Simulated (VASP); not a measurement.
These are PBEsol GGA, VASP's PBE PAW potentials (set 64) (plane waves; VASP) values and carry that method's errors.

The input files of a VASP run:

**KPOINTS**
```
Regular mesh
0
gamma
5 5 5
```

**INCAR**
```
SYSTEM = CdBr2
PREC = Accurate
ENCUT = 300
EDIFF = 1E-6
NELM = 100
ALGO = Normal
LREAL = .FALSE.
LASPH = .TRUE.
ISMEAR = -1
SIGMA = 0.136
GGA = PS
LMAXMIX = 4
LWAVE = .FALSE.
LCHARG = .FALSE.
ISIF = 2
```

File POSCAR:
```
CdBr2
1
    1.9750000000     1.1402670000     6.2233330000
   -1.9750000000     1.1402670000     6.2233330000
    0.0000000000    -2.2805340000     6.2233330000
Cd Br
1 2
Direct
  0.0000000000   0.0000000000   0.0000000000
  0.2500000000   0.2500000000   0.2500000000
  0.7500000000   0.7500000000   0.7500000000
```

POTCAR, in this order: Cd Br (PBE.64 set). Program: vasp_std.

Question: What does the run give for the energy per atom (σ→0)?

Answer: 
The energy per atom (σ→0) comes out as -2.478 eV/atom.

### OSZICAR
```
...
DAV:   7    -0.743594305873E+01    0.34498E-01   -0.30217E-01   745   0.406E+00    0.245E+00
DAV:   8    -0.743305579580E+01    0.28873E-02   -0.52224E-02   685   0.276E+00    0.351E-01
DAV:   9    -0.743252841100E+01    0.52738E-03   -0.38980E-03   792   0.828E-01    0.142E-01
DAV:  10    -0.743255374966E+01   -0.25339E-04   -0.32224E-04   725   0.131E-01    0.574E-02
DAV:  11    -0.743256195650E+01   -0.82068E-05   -0.11162E-05   806   0.331E-02    0.175E-02
DAV:  12    -0.743256433805E+01   -0.23815E-05   -0.26742E-06   666   0.144E-02    0.324E-03
DAV:  13    -0.743256440023E+01   -0.62182E-07   -0.26640E-07   412   0.461E-03
   1 F= -.74325644E+01 E0= -.74325564E+01  d E =-.159413E-04
```

The structure comes from a measured CdBr2 entry of the Crystallography Open Database, whose conditions weren't checked. The cell was not relaxed at this level.
